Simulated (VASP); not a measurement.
Crystal: GaN.

```
CELL_PARAMETERS angstrom
3.18000 0.00000 0.00000
-1.59000 2.75396 0.00000
0.00000 0.00000 5.16600
ATOMIC_POSITIONS crystal
Ga 0.33333 0.66667 0.00000
Ga 0.66667 0.33333 0.50000
N 0.33333 0.66667 0.37500
N 0.66667 0.33333 0.87500
```

- Program: VASP 6.6.1
- Task: relaxation of cell and atoms
- Functional: PBE
- Potentials or basis: VASP PAW PBE potentials, release 64 (Ga_d, N)
- Cutoff: 600 eV
- k mesh: 12 × 12 × 5
- Occupations: gaussian, width 0.03 eV
- Spin: no spin polarisation

At the start: pressure 7.2 GPa; volume 11.31 Å³/atom.

**Question.** How do energy, volume and symmetry change on relaxing?

**Answer.** Over 5 steps the energy falls by 10.1 meV/atom and the volume is 11.75 Å³/atom (+3.9 %); space group P6_3mc (No. 186, to 0.05 Å).

Step by step:
| step | energy change (eV) | largest force (eV/Å) | pressure (GPa) | volume (Å³) |
| --- | --- | --- | --- | --- |
| 1 | 0.0000 | 0.1346 | 7.17 | 45.24 |
| 2 | -0.0118 | 0.0620 | -5.27 | 48.64 |
| 3 | -0.0402 | 0.0105 | -0.03 | 47.03 |
| 4 | -0.0402 | 0.0127 | 0.13 | 47.00 |
| 5 | -0.0403 | 0.0073 | 0.09 | 47.00 |

Final structure:
```yaml
crystal:
  lattice:
    - [3.21715, 0.00000, 0.00000]
    - [-1.60857, 2.78613, 0.00000]
    - [0.00000, 0.00000, 5.24347]
  atoms:
    - { symbol: Ga, position: [0.33333, 0.66667, 0.99924] }
    - { symbol: Ga, position: [0.66667, 0.33333, 0.49924] }
    - { symbol: N, position: [0.33333, 0.66667, 0.37576] }
    - { symbol: N, position: [0.66667, 0.33333, 0.87576] }
```
